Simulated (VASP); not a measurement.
Consider the following.

```
Be
1.0
    2.08977     0.00000     0.00000
    0.00000     2.08977     0.00000
    0.00000     0.00000     2.08977
Be
1
Direct
  0.00000   0.00000   0.00000
```

Method: r2SCAN meta-GGA, VASP's PBE PAW potentials (set 64) (plane waves; VASP). Run with 400 eV cut-off, 16×16×16 Γ-centred mesh, first-order Methfessel-Paxton smearing of 0.10 eV, potentials Be.

Energy and stress use the plane-wave basis of the starting cell.

**Question.** The ions, cell shape and volume are relaxed. Which structure does the run end with?

**Answer.** 
```
Be
1.0
    2.17219     0.00000     0.00000
    0.00000     2.17219     0.00000
    0.00000     0.00000     2.17219
Be
1
Direct
  0.00000   0.00000   0.00000
```
Space group Pm-3m (221), at a tolerance of 0.03 Å.

**Question.** How do energy and volume change from the first to the last step?

**Answer.** The energy (σ→0) changes by -34.7 meV/atom and the volume by +12.3 %, in 4 ionic steps.

The structure was generated: Be was put into the simple-cubic type (Pm-3m), which need not be its known phase. This run relaxes it. Symmetry was kept, so distortions that lower it aren't found.
